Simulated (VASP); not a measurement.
Given:

```yaml
crystal:
  lattice:
    - [0.00000, 2.09407, 2.09407]
    - [2.09407, 0.00000, 2.09407]
    - [2.09407, 2.09407, 0.00000]
  atoms:
    - { symbol: Ti, position: [0.00000, 0.00000, 0.00000] }
    - { symbol: N, position: [0.50000, 0.50000, 0.50000] }
```

All values below come from rev-vdW-DF2, VASP's PBE PAW potentials (set 64) (plane waves; VASP). Run with 520 eV cut-off, 15×15×15 Γ-centred mesh, first-order Methfessel-Paxton smearing of 0.10 eV, potentials Ti_sv N.

Q: Give the stress tensor in GPa (positive for a compressed cell).

A: 
```
9.24  0.00  0.00
0.00  9.24  0.00
0.00  0.00  9.24
```
The pressure is its mean diagonal, 9.24 GPa.

The compound is TiN in the rock salt structure. This cell is one point of a volume scan, at 0.97 of the reference volume. The electron count is odd and the run is not spin-polarised, which forces a metal.
